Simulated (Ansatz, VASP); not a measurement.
# InSbTe3 in VASP and in Ansatz

```
In Sb Te
1.0
     5.53653    0.00000    0.00000
     0.00000    5.53653    0.00000
     0.00000    0.00000    5.53653
In Sb Te
1 1 3
Direct
  0.50000 0.50000 0.50000
  0.00000 0.00000 0.00000
  0.00000 0.50000 0.50000
  0.50000 0.50000 0.00000
  0.50000 0.00000 0.50000
```

Change from the starting cell: species swapped into the ZrBRh3 type (Pm-3m, No. 221).

Alike in both runs: task single point; functional PBE; k mesh 4 × 4 × 4; occupations gaussian, width 0.1 eV; no spin polarisation.

```csv
,VASP,Ansatz
version,VASP 6.6.1,Ansatz 0.2.0
potentials or method,"VASP PAW PBE potentials, release 64 (In_d, Sb, Te)","scalar-relativistic, plane waves, PAW"
plane-wave cutoff (eV),520,420
valence electrons in the cell,36,76
```

VASP gave:

```
gap on the k mesh at the Fermi level (eV) : none
pressure (GPa)                            : 1.7
```

Which values does Ansatz return?

gap on the k mesh at the Fermi level (eV): none; pressure (GPa): 1.8.

A gap of «none» marks a metal or a gap that the smearing closes. With one functional, cell and mesh, what is left measures potentials, basis and numerics. The two sets of potentials don't hold the same shells in valence.

Spin-orbit coupling is left out, which matters for the levels of Sb, Te.
